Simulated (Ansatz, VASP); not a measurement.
**Two plane-wave programs on BiO6**

```
Bi O
1.0
     4.90523    0.00000    0.00000
     0.00000    4.90523    0.00000
     0.00000    0.00000    4.90523
Bi O
1 6
Direct
  0.00000 0.00000 0.00000
  0.12747 0.50000 0.50000
  0.50000 0.87253 0.50000
  0.50000 0.12747 0.50000
  0.87253 0.50000 0.50000
  0.50000 0.50000 0.12747
  0.50000 0.50000 0.87253
```

Change from the starting cell: species swapped into the DyB6 type (Pm-3m, No. 221).

Alike in both runs: functional PBE; k mesh 8 × 8 × 8; occupations gaussian, width 0.1 eV; no spin polarisation.

Ansatz relaxed the structure, and its values are those at the end. VASP's run is a single point on that final structure, the one shown.

```csv
,VASP,Ansatz
version,VASP 6.6.1,Ansatz 0.2.0
potentials or method,"VASP PAW PBE potentials, release 64 (Bi_d, O)","scalar-relativistic, plane waves, PAW"
plane-wave cutoff (eV),520,420
valence electrons in the cell,51,51
```

VASP gave:

| Quantity | Value |
| --- | --- |
| gap on the k mesh at the Fermi level (eV) | none |
| pressure (GPa) | 1.2 |
| rms of the force components (eV/Å) | 0.462 |

**Question.** Which values does Ansatz return?

**Answer.** gap on the k mesh at the Fermi level (eV): none; pressure (GPa): 0.0; rms of the force components (eV/Å): 0.003.

A gap of «none» marks a metal or a gap that the smearing closes. One of these differences is far larger than is usual between the two programs; its cause wasn't traced.

Caveats: the standard files for N, O and F lose accuracy on very short bonds; spin-orbit coupling is left out, which moves the levels of the heavy elements; an odd number of electrons without spin polarisation forces a metal; a magnetic or distorted state may lie lower.
